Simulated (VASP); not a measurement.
```xyz
6
Lattice="4.5104 0.0000 0.0000 0.0000 4.5104 0.0000 0.0000 0.0000 2.9776" Properties=species:S:1:pos:R:3 pbc="T T T"
Cr     0.0000     0.0000     0.0000
Cr     2.2552     2.2552     1.4888
O      1.3668     1.3668     0.0000
O      3.6220     0.8884     1.4888
O      0.8884     3.6220     1.4888
O      3.1436     3.1436     0.0000
```
Starting moments (μB, in the order of the record's atoms Cr Cr O O O O): 2.1 2.1 -0.1 -0.1 -0.1 -0.1.

Computed with vdW-DF2, VASP's PBE PAW potentials (set 64) (plane waves; VASP). Numerical set-up: 520 eV cut-off, Gaussian smearing of 0.050 eV, potentials Cr_pv O.

### Question
Estimate the cell moment, band gap (along the path) with the smallest direct gap where there is one.

### Answer

The band gap (along the path) comes out as none (metal, semimetal or under 0.01 eV). The cell moment is 4.00 μB.

Only differences to runs with the same potentials and settings are physical.

The compound is CrO2 in the rutile structure. It was relaxed first, which changed the volume by +6 %.
